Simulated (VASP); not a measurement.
A convergence study with VASP on Cd (space group no. 194 when undisturbed): a few settings are varied, all else stays as given below, so the limit is that of these other settings. One atom is moved off its site, so that forces are finite.

```
CELL_PARAMETERS angstrom
      1.48553    -2.57301     0.00000
      1.48553     2.57301     0.00000
      0.00000     0.00000     5.60314
ATOMIC_POSITIONS crystal
  Cd 0.33333 0.66667 0.25892
  Cd 0.66667 0.33333 0.75000
```

These are PBE GGA, VASP's PBE PAW potentials (set 64) (plane waves; VASP) values and carry that method's errors. The last row used: 300 eV cut-off, 21×21×10 Γ-centred mesh, first-order Methfessel-Paxton smearing of 0.010 eV, potentials Cd.

```csv
setting,E (eV/atom),pressure (GPa),largest force (eV/Å),irreducible k-points
SIGMA = 1.0,-0.7283,3.86,0.114,436
SIGMA = 0.5,-0.7300,3.75,0.113,436
SIGMA = 0.3,-0.7303,3.72,0.112,436
SIGMA = 0.2,-0.7303,3.70,0.112,436
SIGMA = 0.1,-0.7301,3.70,0.113,436
SIGMA = 0.05,-0.7301,3.71,0.113,436
SIGMA = 0.02,-0.7301,3.71,0.113,436
SIGMA = 0.01,-0.7301,3.71,0.113,436
```

VASP warned of too few bands at SIGMA = 1.0.

Left out are rungs that failed or repeat a setting and relaxations that didn't move; long series are thinned to 24 rows.

The structure is a typed Cd crystal (space group no. 194). The cell was not relaxed at this level, it is distorted from the ideal structure. VASP warned that the highest band is occupied, so more bands are needed.
